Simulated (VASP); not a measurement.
NiMo7S16 (a cell with a defect), 24 atoms in the cell. The cell holds a defect, 24 atoms: a = 6.338 Å, b = 6.338 Å, c = 12.324 Å, α = 90.00°, β = 90.00°, γ = 120.00°. 

```yaml
Program: VASP 6.6.1
Task: single point
Functional: PBEsol
Potentials_or_basis: VASP PAW PBE potentials, release 64 (Ni, Mo_sv, S)
Cutoff: 350 eV
k_mesh: 3 × 3 × 2
Occupations: gaussian, width 0.03 eV
Spin: collinear spin, zero start
Starting_moments: "[0.0, 0.0, 0.0, 0.0, 0.0, 0.0, 0.0, 0.0, 0.0, 0.0, 0.0, 0.0, 0.0, 0.0, 0.0, 0.0, 0.0, 0.0, 0.0, 0.0, 0.0, 0.0, 0.0, 0.0] μB"
Fixed_moment: 0 μB
Hubbard_terms: Ni d U = 5 eV
Dq: 0
Further_INCAR_settings: LREAL = Auto; ALGO = Normal; EDIFF = 1e-05
```

Potentials or basis: VASP PAW PBE potentials, release 64 (Ni, Mo_sv, S).

Command:

```sh
$ cat potpaw_PBE.64/Ni/POTCAR potpaw_PBE.64/Mo_sv/POTCAR potpaw_PBE.64/S/POTCAR > POTCAR
$ mpirun -np 4 vasp_std > vasp.out
```

Hardware: 4 MPI ranks on Intel(R) Xeon(R) 6975P-C (Granite Rapids), on a shared host.

Question: Estimate the wall time of this run.

Answer: It took 3.3 min on 4 MPI ranks on Intel(R) Xeon(R) 6975P-C (Granite Rapids) (shared host), peak memory 0.59 GiB a rank. Counts: scf iterations 25, k points 6.
